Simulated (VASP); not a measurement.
Si2B2W:

```
CELL_PARAMETERS angstrom
3.83679 0.00000 0.00000
-1.91839 3.32275 0.00000
0.00000 0.00000 4.79226
ATOMIC_POSITIONS crystal
Si 0.33333 0.66667 0.50000
Si 0.66667 0.33333 0.50000
B 0.33333 0.66667 0.00000
B 0.66667 0.33333 0.00000
W 0.00000 0.00000 0.00000
```

The cell was built by a generator and needn't be a form met in nature.

The cell isn't the ideal one: random cell by space group and Wyckoff sites (P6/mmm, No. 191).

```yaml
Program: VASP 6.6.1
Task: relaxation of cell and atoms
Functional: PBE
Potentials_or_basis: VASP PAW PBE potentials, release 64 (Si, B, W_sv)
Cutoff: 600 eV
k_mesh: 6 × 6 × 4
Occupations: gaussian, width 0.1 eV
Spin: no spin polarisation
```

At the start: pressure 13.2 GPa; volume 12.22 Å³/atom.

**Question.** Where does the relaxation end?

**Answer.** Over 10 steps the energy falls by 101.0 meV/atom and the volume is 12.31 Å³/atom (+0.8 %); space group P6/mmm (No. 191, to 0.05 Å).

The path:
```
step  energy change (eV)  largest force (eV/Å)  pressure (GPa)  volume (Å³)
   1              0.0000                0.0000           13.16        61.10
   2             -0.0530                0.0000          -12.27        70.31
   3             -0.2416                0.0000           -2.05        65.67
   4             -0.3026                0.0000           -1.88        64.81
   5             -0.4842                0.0000           -0.06        62.11
   6             -0.2063                0.0000           16.14        56.08
   7             -0.4983                0.0000            1.96        60.82
   8             -0.5034                0.0000            1.16        61.26
   9             -0.4974                0.0000           -1.93        62.26
  10             -0.5050                0.0000            0.17        61.56
```

Final structure:
```
CELL_PARAMETERS angstrom
4.07209 0.00000 0.00000
-2.03605 3.52654 0.00000
0.00000 0.00000 4.28709
ATOMIC_POSITIONS crystal
Si 0.33333 0.66667 0.50000
Si 0.66667 0.33333 0.50000
B 0.33333 0.66667 0.00000
B 0.66667 0.33333 0.00000
W 0.00000 0.00000 0.00000
```
